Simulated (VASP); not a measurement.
The system is Mg2C.

```
C Mg
1.0
     0.00000    2.47191    2.47191
     2.47191    0.00000    2.47191
     2.47191    2.47191    0.00000
C Mg
1 2
Direct
  0.00000 0.00000 0.00000
  0.25000 0.25000 0.25000
  0.75000 0.75000 0.75000
```

The cell was built by a generator and needn't be a form met in nature.

```yaml
Program: VASP 6.6.1
Task: relaxation of cell and atoms
Functional: PBE
Potentials_or_basis: VASP PAW PBE potentials, release 64 (C, Mg)
Cutoff: 600 eV
k_mesh: 8 × 8 × 8
Occupations: fermi-dirac, width 0.02 eV
Spin: no spin polarisation
```

At the start: pressure 49.2 GPa; volume 10.07 Å³/atom.

Q: Where does the relaxation end?

A: Over 5 steps the energy falls by 416.0 meV/atom and the volume is 13.53 Å³/atom (+34.4 %); space group Fm-3m (No. 225, to 0.05 Å).

Step by step:
| step | energy change (eV) | largest force (eV/Å) | pressure (GPa) | volume (Å³) |
| --- | --- | --- | --- | --- |
| 1 | 0.0000 | 0.0000 | 49.20 | 30.21 |
| 2 | -1.0887 | 0.0000 | -8.80 | 45.84 |
| 3 | -1.2476 | 0.0000 | 0.47 | 40.40 |
| 4 | -1.2479 | 0.0000 | -0.07 | 40.64 |
| 5 | -1.2479 | 0.0000 | 0.01 | 40.60 |

Final structure:
```cif
data_structure
_symmetry_space_group_name_H-M 'P 1'
_symmetry_Int_Tables_number 1
_cell_length_a 3.8579
_cell_length_b 3.8579
_cell_length_c 3.8579
_cell_angle_alpha 60.000
_cell_angle_beta 60.000
_cell_angle_gamma 60.000
_cell_volume 40.60
loop_
_atom_site_label
_atom_site_type_symbol
_atom_site_fract_x
_atom_site_fract_y
_atom_site_fract_z
_atom_site_occupancy
C1 C 0.00000 0.00000 0.00000 1
Mg1 Mg 0.25000 0.25000 0.25000 1
Mg2 Mg 0.75000 0.75000 0.75000 1
```

Caveat: the volume moved by over 15 % at a fixed basis, so the end points are rough.
